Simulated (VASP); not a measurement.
# CsAs (Pm-3m) in VASP: reference runs

Reference runs on CsAs: the cell as given.

Everything below comes from runs of VASP 6.6.1. Logs are shortened: lines on timing, memory, paths and dates and some standing lists are left out, and cuts for length are marked.

### Step 1. Starting point

Symmetry: Pm-3m, No. 221, cubic system. The conventional cell has a = 4.295 Å, b = 4.295 Å, c = 4.295 Å, α = 90.00°, β = 90.00°, γ = 90.00°. Cs (site symmetry m-3m) is surrounded by 8 As at 3.72 Å. As (site symmetry m-3m) has 8 Cs at 3.72 Å as nearest neighbours.

The cell was built by a generator and needn't be a form met in nature.

### Step 2. Single point, PBE

File INCAR:

```
PREC = Accurate
ENCUT = 520
EDIFF = 1E-7
ISMEAR = -1
SIGMA = 0.05
LREAL = False
LASPH = True
NELM = 80
ALGO = Normal
ISIF = 2
LWAVE = False
LCHARG = False
GGA = PE
NBANDS = 14
```

File KPOINTS:

```
Automatic mesh
0
Gamma
  6 6 6
```

File POSCAR:

```
CsAs
1.0
    4.2949400000      0.0000000000      0.0000000000
    0.0000000000      4.2949400000      0.0000000000
    0.0000000000      0.0000000000      4.2949400000
Cs As
1 1
Direct
    0.0000000000      0.0000000000      0.0000000000
    0.5000000000      0.5000000000      0.5000000000
```

Potentials or basis: VASP PAW PBE potentials, release 64 (Cs_sv, As).

On the command line:

```sh
> cat potpaw_PBE.64/Cs_sv/POTCAR potpaw_PBE.64/As/POTCAR > POTCAR
> mpirun -np 1 vasp_std > vasp.out
```

OUTCAR:

```text
PREC = Accurate
   ENCUT = 520
   EDIFF = 1E-7
   ISMEAR = -1
   LREAL = False
   LASPH = True
   NELM = 80
   ISIF = 2
   GGA = PE

 ion  position               nearest neighbor table
   1  0.000  0.000  0.000-
   2  0.500  0.500  0.500-

  LATTYP: Found a simple cubic cell.
 ALAT       =     4.2949400000

  Lattice vectors:

 A1 = (   4.2949400000,   0.0000000000,   0.0000000000)
 A2 = (   0.0000000000,   4.2949400000,   0.0000000000)
 A3 = (   0.0000000000,   0.0000000000,   4.2949400000)

Analysis of symmetry for initial positions (statically):
=====================================================================
 Subroutine PRICEL returns:
 Original cell was already a primitive cell.

 Routine SETGRP: Setting up the symmetry group for a
 simple cubic supercell.

 Subroutine GETGRP returns: Found 48 space group operations
 (whereof 48 operations were pure point group operations)
 out of a pool of 48 trial point group operations.

The static configuration has the point symmetry O_h .

Analysis of symmetry for dynamics (positions and initial velocities):
=====================================================================
 Subroutine PRICEL returns:
 Original cell was already a primitive cell.

 Routine SETGRP: Setting up the symmetry group for a
 simple cubic supercell.

 Subroutine GETGRP returns: Found 48 space group operations
 (whereof 48 operations were pure point group operations)
 out of a pool of 48 trial point group operations.

The dynamic configuration has the point symmetry O_h .

 Subroutine INISYM returns: Found 48 space group operations
 (whereof 48 operations are pure point group operations),
 and found     1 'primitive' translations

----------------------------------------------------------------------------------------

                                     Primitive cell

  volume of cell :      79.2267

  direct lattice vectors                    reciprocal lattice vectors
     4.294940000  0.000000000  0.000000000     0.232832123  0.000000000  0.000000000
     0.000000000  4.294940000  0.000000000     0.000000000  0.232832123  0.000000000
     0.000000000  0.000000000  4.294940000     0.000000000  0.000000000  0.232832123

  length of vectors
     4.294940000  4.294940000  4.294940000     0.232832123  0.232832123  0.232832123

  position of ions in fractional coordinates (direct lattice)
     0.000000000  0.000000000  0.000000000
     0.500000000  0.500000000  0.500000000

  ion indices of the primitive-cell ions
   primitive index   ion index
                 1           1
                 2           2

----------------------------------------------------------------------------------------

 KPOINTS: Automatic mesh

Automatic generation of k-mesh.
 Grid dimensions read from file:
 generate k-points for:    6    6    6

 Generating k-lattice:

  Cartesian coordinates                     Fractional coordinates (reciprocal lattice)
     0.038805354  0.000000000  0.000000000     0.166666667  0.000000000  0.000000000
     0.000000000  0.038805354  0.000000000     0.000000000  0.166666667  0.000000000
     0.000000000  0.000000000  0.038805354     0.000000000  0.000000000  0.166666667

  Length of vectors
     0.038805354  0.038805354  0.038805354

  Shift w.r.t. Gamma in fractional coordinates (k-lattice)
     0.000000000  0.000000000  0.000000000

 Subroutine IBZKPT returns following result:
 ===========================================

 Found     20 irreducible k-points:

 Following reciprocal coordinates:
            Coordinates               Weight
  0.000000  0.000000  0.000000      1.000000
  0.166667  0.000000  0.000000      6.000000
  0.333333  0.000000  0.000000      6.000000
  0.500000  0.000000  0.000000      3.000000
  0.166667  0.166667  0.000000     12.000000
  0.333333  0.166667  0.000000     24.000000
[... 12 lines left out ...]
  0.500000  0.500000  0.333333      6.000000
  0.500000  0.500000  0.500000      1.000000
   k-points           NKPTS =     20   k-points in BZ     NKDIM =     20   number of bands    NBANDS=     14
   number of dos      NEDOS =    301   number of ions     NIONS =      2
   total plane-waves  NPLWV =  32768
   dimension x,y,z NGX =    32 NGY =   32 NGZ =   32
   dimension x,y,z NGXF=    64 NGYF=   64 NGZF=   64
   ions per type =               1   1
   NGX,Y,Z   is equivalent  to a cutoff of  12.39, 12.39, 12.39 a.u.
   NGXF,Y,Z  is equivalent  to a cutoff of  24.77, 24.77, 24.77 a.u.
 SYSTEM =  unknown system
   PREC   = accura    normal or accurate (medium, high low for compatibility)
   ISTART =      0    job   : 0-new  1-cont  2-samecut
   ICHARG =      2    charge: 1-file 2-atom 10-const
   ISPIN  =      1    spin polarized calculation?
   LNONCOLLINEAR =      F non collinear calculations
   LSORBIT =      F    spin-orbit coupling
   LASPH  =      T    aspherical Exc in radial PAW
   ENCUT  =  520.0 eV  38.22 Ry    6.18 a.u.   7.99  7.99  7.99*2*pi/ulx,y,z
   NELM   =     80;   NELMIN=  2; NELMDL= -5     # of ELM steps
   EDIFF  = 0.1E-06   stopping-criterion for ELM
   LREAL  =      F    real-space projection
   EDIFFG = 0.1E-05   stopping-criterion for IOM
   NSW    =      0    number of steps for IOM
   IBRION =     -1    ionic relax: 0-MD 1-quasi-New 2-CG
   NFREE  =      0    steps in history (QN), initial steepest desc. (CG)
   ISIF   =      2    stress and relaxation
   ISYM   =      2    0-nonsym 1-usesym 2-fastsym
   POTIM  = 0.5000    time-step for ionic-motion
   TEBEG  =    0.0;   TEEND  =   0.0 temperature during run
   PSTRESS=    0.0 pullay stress
   NELECT =      14.0000    total number of electrons
   NUPDOWN=      -1.0000    fix difference up-down
   EMIN   =  10.00;   EMAX   =-10.00  energy-range for DOS
   EFERMI =   0.00;   METHOD = LEGACY
   ISMEAR =    -1;   SIGMA  =   0.05  broadening in eV -4-tet -1-fermi 0-gaus
   EFERMI_NEDOS =   21; number of points for ismear=-14 and -15
   IALGO  =     38    algorithm
   IMIX   =      4    mixing-type and parameters
     AMIX     =   0.40;   BMIX     =  1.00
     AMIX_MAG =   1.60;   BMIX_MAG =  1.00
  volume/ion in A,a.u.               =      39.61       267.32
  Fermi-wavevector in a.u.,A,eV,Ry     =   0.918672  1.736038 11.482745  0.843958
  Thomas-Fermi vector in A             =   2.043780
   LORBIT       =      0    0 simple, 1 ext, 2 COOP (PROOUT), +10 PAW based schemes
   GGA     = PE    functional components
   LHFCALC =     F    Hartree Fock is set to
   AEXX    =    0.0000 exact exchange contribution
   IVDW    =     0    specifies the selected vdW correction
   LEPSILON=     F    determine dielectric tensor
   LRPA    =     F    only Hartree local field effects (RPA)
 non-spin polarized calculation
  energy-cutoff  :      520.00
  volume of cell :       79.23
 maximum number of plane-waves:      2176
 NGX is ok and might be reduce to    32
   NGX = 15   NGY = 15   NGZ = 15

 number of electron      14.0000005 magnetization

 Free energy of the ion-electron system (eV)
  ---------------------------------------------------
  ext. energy  EPLUGINS =         0.00000000
  ---------------------------------------------------
  free energy    TOTEN  =        -4.90637425 eV

  energy without entropy =       -4.87179374  energy(sigma->0) =       -4.88908400

 E-fermi :   1.3740     XC(G=0):  -8.2673

 val. band max:        1.3412894652   @ k =   0.5000   0.1667   0.0000
 cond. band min:       1.3782784395   @ k =   0.3333   0.1667   0.0000
 fundamental gap:      0.0369889743
 Fermi energy:         1.3739710329

 k-point     1 :       0.0000    0.0000    0.0000
  band No.  band energies     occupation
      1     -19.8491      2.00000
      2      -8.1684      2.00000
      3      -6.4760      2.00000
      4      -6.4760      2.00000
      5      -6.4760      2.00000
      6       1.9682      0.00001
      7       1.9682      0.00001
      8       1.9682      0.00001
      9       4.3863      0.00000
     10       4.3863      0.00000
     11       5.0589      0.00000
     12       8.7945      0.00000
     13       8.7945      0.00000
     14       8.7945      0.00000

 k-point     2 :       0.1667    0.0000    0.0000
  band No.  band energies     occupation
      1     -19.8361      2.00000
      2      -8.2767      2.00000
      3      -6.4506      2.00000
      4      -6.4506      2.00000
      5      -6.4259      2.00000
      6       1.1322      1.98423
      7       1.8770      0.00009
      8       1.8770      0.00009
      9       4.5751      0.00000
     10       5.1347      0.00000
     11       5.9669      0.00000
     12       8.7247      0.00000
     13       8.7247      0.00000
     14       8.9368      0.00000

 k-point     3 :       0.3333    0.0000    0.0000
  band No.  band energies     occupation
      1     -19.8097      2.00000
      2      -8.4931      2.00000
      3      -6.3986      2.00000
      4      -6.3986      2.00000
      5      -6.2962      2.00000
      6       0.0594      2.00000
      7       1.6903      0.00357
      8       1.6903      0.00357
      9       5.0901      0.00000
     10       6.7405      0.00000
     11       7.4715      0.00000
     12       8.3742      0.00000
     13       8.8448      0.00000
     14       8.8448      0.00000

 k-point     4 :       0.5000    0.0000    0.0000
  band No.  band energies     occupation
      1     -19.7964      2.00000
      2      -8.5999      2.00000
      3      -6.3720      2.00000
      4      -6.3720      2.00000
      5      -6.2174      2.00000
      6      -0.3684      2.00000
      7       1.5952      0.02367
      8       1.5952      0.02367
      9       5.5207      0.00000
     10       7.5327      0.00000
     11       7.9088      0.00000
     12       8.2353      0.00000
     13       9.1351      0.00000
     14       9.1351      0.00000

 k-point     5 :       0.1667    0.1667    0.0000
  band No.  band energies     occupation
      1     -19.8233      2.00000
      2      -8.3068      2.00000
      3      -6.6402      2.00000
      4      -6.4270      2.00000
      5      -6.2798      2.00000
      6       0.9312      1.99972
      7       1.5040      0.13820
      8       1.8393      0.00018
      9       5.0198      0.00000
     10       5.6599      0.00000
     11       6.2033      0.00000
[... 208 lines left out ...]
 k-point    18 :       0.5000    0.3333    0.3333
  band No.  band energies     occupation
      1     -19.7273      2.00000
      2      -7.8225      2.00000
      3      -6.8729      2.00000
      4      -6.8317      2.00000
      5      -6.7799      2.00000
      6       0.2320      2.00000
      7       0.2438      2.00000
      8       0.7145      2.00000
      9       6.7300      0.00000
     10       7.1911      0.00000
     11       7.4574      0.00000
     12       9.0924      0.00000
     13       9.5862      0.00000
     14       9.7377      0.00000

 k-point    19 :       0.5000    0.5000    0.3333
  band No.  band energies     occupation
      1     -19.7159      2.00000
      2      -7.6751      2.00000
      3      -6.9521      2.00000
      4      -6.9521      2.00000
      5      -6.7640      2.00000
      6       0.1252      2.00000
      7       0.1252      2.00000
      8       0.3056      2.00000
      9       7.1586      0.00000
     10       7.8655      0.00000
     11       7.8655      0.00000
     12       8.5233      0.00000
     13      10.2743      0.00000
     14      10.2743      0.00000

 k-point    20 :       0.5000    0.5000    0.5000
  band No.  band energies     occupation
      1     -19.7047      2.00000
      2      -7.6130      2.00000
      3      -6.9041      2.00000
      4      -6.9041      2.00000
      5      -6.9041      2.00000
      6      -0.0895      2.00000
      7      -0.0895      2.00000
      8      -0.0895      2.00000
      9       8.5981      0.00000
     10       8.5981      0.00000
     11       8.5981      0.00000
     12       9.4240      0.00000
     13       9.4240      0.00000
     14       9.4240      0.00000

------------------------ aborting loop because EDIFF is reached ----------------------------------------

  FORCE on cell =-STRESS in cart. coord.  units (eV):
  Direction    XX          YY          ZZ          XY          YZ          ZX
  --------------------------------------------------------------------------------------
  -------------------------------------------------------------------------------------
  Total        0.0051953      0.0051953      0.0051953      0.0000000     -0.0000000      0.0000000
  in kB        0.1050630      0.1050630      0.1050630      0.0000000     -0.0000000      0.0000000
  external PRESSURE =       0.1050630 kB  Pullay stress =       0.0000000 kB

 VOLUME and BASIS-vectors are now :
 -----------------------------------------------------------------------------
  energy-cutoff  :      520.00
  volume of cell :       79.23
      direct lattice vectors                 reciprocal lattice vectors
     4.294940000  0.000000000  0.000000000     0.232832123  0.000000000  0.000000000
     0.000000000  4.294940000  0.000000000     0.000000000  0.232832123  0.000000000
     0.000000000  0.000000000  4.294940000     0.000000000  0.000000000  0.232832123

 POSITION                                       TOTAL-FORCE (eV/Angst)
 -----------------------------------------------------------------------------------
      0.00000      0.00000      0.00000         0.000000      0.000000      0.000000
      2.14747      2.14747      2.14747         0.000000      0.000000      0.000000
 -----------------------------------------------------------------------------------
    total drift:                                0.000000      0.000000     -0.000000

  FREE ENERGIE OF THE ION-ELECTRON SYSTEM (eV)
  ---------------------------------------------------
  free  energy   TOTEN  =        -4.9063742518 eV

  energy  without entropy=       -4.8717937422  energy(sigma->0) =       -4.88908400
```

Wall time 16 s (1 thread of Intel Xeon Platinum 8488C (Sapphire Rapids), shared host); peak memory 0.18 GiB.

Results:

* Free energy: -4.9064 eV
* Pressure: 0.0 GPa
* Band gap on the k mesh: none (metal or under the smearing width)

Spin-orbit coupling is left out, which matters for the levels of Cs.
